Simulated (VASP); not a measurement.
Given:

```xyz
4
Lattice="3.4718 0.0000 0.0000 -1.7359 3.0066 0.0000 0.0000 0.0000 6.9863" Properties=species:S:1:pos:R:3 pbc="T T T"
Pd     0.0000     2.0044     0.1409
Pd     1.7359     1.0022     3.6340
S      0.0000     2.0044     2.4790
S      1.7359     1.0022     5.9722
```

Level of theory: PBEsol GGA, VASP's PBE PAW potentials (set 64) (plane waves; VASP). Numerical set-up: 400 eV cut-off, 11×11×5 Γ-centred mesh, tetrahedra with Blöchl corrections, potentials Pd S.

The cores are frozen, which limits the accuracy of field gradients.

### Question
Give the principal components of the electric field gradient (V/Å²) and the asymmetry η at each nucleus.

### Answer

```tsv
atom	Vxx	Vyy	Vzz	η
Pd1	42.9	42.9	-85.9	0.00
Pd2	42.9	42.9	-85.9	0.00
S3	12.0	12.0	-23.9	0.00
S4	12.0	12.0	-23.9	0.00
```

The structure was generated: PdS was put into the wurtzite type (P6_3mc), which need not be its known phase. It was relaxed first, which changed the volume by -18 %.
